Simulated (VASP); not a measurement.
Output of a VASP run:

File OSZICAR:
```
       N       E                     dE             d eps       ncg     rms          rms(c)
DAV:   1     0.285187385706E+03    0.28519E+03   -0.21307E+04   686   0.103E+03
DAV:   2    -0.259998248739E+02   -0.31119E+03   -0.30497E+03   729   0.296E+02
DAV:   3    -0.438448990328E+02   -0.17845E+02   -0.17478E+02   709   0.600E+01
DAV:   4    -0.443610614548E+02   -0.51616E+00   -0.51131E+00   680   0.998E+00
DAV:   5    -0.443756741199E+02   -0.14613E-01   -0.14583E-01   733   0.154E+00    0.240E+01
DAV:   6    -0.418837891359E+02    0.24919E+01   -0.35388E+01   581   0.284E+01    0.128E+01
DAV:   7    -0.406145502245E+02    0.12692E+01   -0.19629E+01   573   0.185E+01    0.802E+00
DAV:   8    -0.402060675600E+02    0.40848E+00   -0.16430E+00   656   0.697E+00    0.163E+00
DAV:   9    -0.402165515394E+02   -0.10484E-01   -0.10313E-01   799   0.132E+00    0.693E-01
DAV:  10    -0.402128217485E+02    0.37298E-02   -0.29169E-02   690   0.924E-01    0.229E-01
DAV:  11    -0.402127476952E+02    0.74053E-04   -0.18693E-03   743   0.237E-01    0.645E-02
DAV:  12    -0.402127707300E+02   -0.23035E-04   -0.19967E-04   800   0.717E-02    0.173E-02
DAV:  13    -0.402127778835E+02   -0.71535E-05   -0.17920E-05   670   0.202E-02    0.506E-03
DAV:  14    -0.402127788173E+02   -0.93380E-06   -0.11393E-06   474   0.574E-03
   1 F= -.40212779E+02 E0= -.40128401E+02  d E =-.168755E+00
```

### OUTCAR
```
------------------------ aborting loop because EDIFF is reached ----------------------------------------
  FORCE on cell =-STRESS in cart. coord.  units (eV):
  Direction    XX          YY          ZZ          XY          YZ          ZX
  --------------------------------------------------------------------------------------
  Total       -5.8249838     -5.8249838    -12.3073194      0.0000000      0.0000000      0.0000000
  in kB      -73.5278476    -73.5278476   -155.3533409      0.0000000      0.0000000      0.0000000
  external PRESSURE =    -100.8030120 kB  Pullay stress =       0.0000000 kB
  volume of cell :      126.93
      direct lattice vectors                 reciprocal lattice vectors
     5.819532000  0.000000000  0.000000000     0.171835124  0.000000000  0.000000000
     0.000000000  5.819532000  0.000000000     0.000000000  0.171835124  0.000000000
     0.000000000  0.000000000  3.747808000     0.000000000  0.000000000  0.266822633
 POSITION                                       TOTAL-FORCE (eV/Angst)
 -----------------------------------------------------------------------------------
      0.00000      0.00000      0.00000         0.000000      0.000000      0.000000
      2.90977      2.90977      1.87390         0.000000      0.000000      0.000000
      1.77472      1.77472      0.00000        -0.173823     -0.173823     -0.000000
      4.68449      1.13504      1.87390        -0.173823      0.173823      0.000000
      1.13504      4.68449      1.87390         0.173823     -0.173823     -0.000000
      4.04481      4.04481      0.00000         0.173823      0.173823      0.000000
 -----------------------------------------------------------------------------------
    total drift:                                0.000000      0.000000      0.000000
  FREE ENERGIE OF THE ION-ELECTRON SYSTEM (eV)
  ---------------------------------------------------
  free  energy   TOTEN  =       -40.2127788173 eV

  energy  without entropy=      -40.0440236093  energy(sigma->0) =      -40.12840121
```
(Selected blocks of OUTCAR.)

POSCAR:
```
MoS2
1
    5.8195320000     0.0000000000     0.0000000000
    0.0000000000     5.8195320000     0.0000000000
    0.0000000000     0.0000000000     3.7478080000
Mo S
2 4
Direct
  0.0000000000   0.0000000000   0.0000000000
  0.5000000000   0.5000000000   0.5000000000
  0.3049600000   0.3049600000   0.0000000000
  0.8049600000   0.1950400000   0.5000000000
  0.1950400000   0.8049600000   0.5000000000
  0.6950400000   0.6950400000   0.0000000000
```

Problem. Write an INCAR and KPOINTS that could have produced this output.

Solution. This is not unique; one that fits is the input of the run itself, PBE GGA, plane waves, VASP's PBE PAW potentials (set 64).

### INCAR
```
SYSTEM = MoS2
PREC = Accurate
ENCUT = 300
EDIFF = 1E-6
NELM = 100
ALGO = Normal
LREAL = .FALSE.
LASPH = .TRUE.
ISMEAR = 0
SIGMA = 0.2
GGA = PE
LMAXMIX = 4
LWAVE = .FALSE.
LCHARG = .FALSE.
ISIF = 2
```

File KPOINTS:
```
Automatic mesh
0
Gamma
3 3 5
0 0 0
```

POTCAR, in this order: Mo_sv S (PBE.64 set). Program: vasp_std.

At this cut-off the stress carries a Pulay error, which pulls relaxed volumes low.

The structure was generated: MoS2 was put into an ordered model structure, which need not be its known phase. The cell was not relaxed at this level. The k-mesh is coarse (spacing up to 0.36 per Å, 2π included), so the numbers may not be converged in it.
